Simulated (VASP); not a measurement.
Input:

```
CELL_PARAMETERS angstrom
      0.00000     3.05000     3.05000
      3.05000     0.00000     3.05000
      3.05000     3.05000     0.00000
ATOMIC_POSITIONS crystal
  Ga 0.00000 0.00000 0.00000
  Sb 0.25000 0.25000 0.25000
```

Level of theory: PBE GGA, VASP's PBE PAW potentials (set 64) (plane waves; VASP 6.6.1). Settings: 400 eV cut-off, 7×7×7 Γ-centred mesh, second-order Methfessel-Paxton smearing of 0.050 eV, potentials Ga_d Sb.

Task: Give the stress tensor in GPa (positive for a compressed cell).

Result: 
```
2.70  0.00  0.00
0.00  2.70  0.00
0.00  0.00  2.70
```
The pressure is its mean diagonal, 2.70 GPa.

The compound is GaSb in the zinc blende structure. The cell was not relaxed at this level. The run is one of a series of settings (ISMEAR = 2 against the base run), some of them coarse on purpose.
